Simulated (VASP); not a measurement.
A run of VASP 6.6.1:

INCAR

```
ALGO     = Normal         # electronic algorithm
EDIFF    = 1E-6           # SCF threshold, eV
ENCUT    = 520            # plane-wave cutoff, eV
ISIF     = 2              # what is computed and relaxed
ISMEAR   = 0              # smearing method
ISPIN    = 2              # spin polarisation
LASPH    = T              # aspherical terms in the spheres
LCHARG   = F              # write CHGCAR
LDAU     = T              # DFT+U
LDAUJ    = 0 0          
LDAUL    = 2 -1           # shell
LDAUPRINT= 1            
LDAUTYPE = 2            
LDAUU    = 6 0            # U, eV
LMAXMIX  = 4              # l up to which the mixer works
LMIXTAU  = T            
LORBIT   = 11             # projections on sites
LREAL    = F              # projectors in reciprocal space
LWAVE    = F              # write WAVECAR
MAGMOM   = 1 0            # initial moments
METAGGA  = R2SCAN         # meta-GGA
NBANDS   = 21             # bands
NELM     = 60             # most SCF steps
PREC     = Accurate       # precision mode
SIGMA    = 0.05           # smearing width, eV
```

KPOINTS

```
k-points
0
Gamma
  6 6 6
```

Contents of POSCAR:

```
RuS
1.0
    0.0000000000      2.5467554600      2.5467554600
    2.5467554600      0.0000000000      2.5467554600
    2.5467554600      2.5467554600      0.0000000000
Ru S
1 1
Direct
    0.5000000000      0.5000000000      0.5000000000
    0.0000000000      0.0000000000      0.0000000000
```

Potentials or basis: VASP PAW PBE potentials, release 64 (Ru_pv, S).

Command:

```console
$ cat potpaw_PBE.64/Ru_pv/POTCAR potpaw_PBE.64/S/POTCAR > POTCAR
$ mpirun -np 1 vasp_std > vasp.out
```

Hardware: 1 thread of Intel(R) Xeon(R) Platinum 8488C (Sapphire Rapids), with other jobs on the host.

How long does it take, and how much memory?

Run time: 2 min on 1 thread of Intel(R) Xeon(R) Platinum 8488C (Sapphire Rapids), on a shared host, peak memory 0.19 GiB. Counts: scf iterations 22, k points 16.
